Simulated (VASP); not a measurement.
Here is the system:

```
CELL_PARAMETERS angstrom
      3.94985     0.00000     0.00000
      0.00000     3.94985     0.00000
      0.00000     0.00000     4.94077
ATOMIC_POSITIONS crystal
  Pb 0.50000 0.00000 0.76402
  Pb 0.00000 0.50000 0.23598
  O  0.50000 0.50000 0.00000
  O  0.00000 0.00000 0.00000
```

Method: rev-vdW-DF2, VASP's PBE PAW potentials (set 64) (plane waves; VASP 6.6.1). Numerical set-up: 520 eV cut-off, 6×6×5 Γ-centred mesh, Gaussian smearing of 0.050 eV, potentials Pb_d O.

The ions and cell shape at fixed volume are relaxed. Which structure does the run end with?

```
CELL_PARAMETERS angstrom
      4.02184     0.00000     0.00000
      0.00000     4.02184     0.00000
      0.00000     0.00000     4.76548
ATOMIC_POSITIONS crystal
  Pb 0.50000 0.00000 0.75134
  Pb 0.00000 0.50000 0.24866
  O  0.50000 0.50000 0.00000
  O  0.00000 0.00000 0.00000
```
Space group P4/nmm (129), at a tolerance of 0.03 Å.

How much energy does the relaxation gain?

The energy (σ→0) changes by -14.7 meV/atom, in 8 ionic steps.

The compound is PbO in the litharge structure. This cell is one point of a volume scan, at 0.94 of the reference volume. Symmetry was kept, so distortions that lower it aren't found.
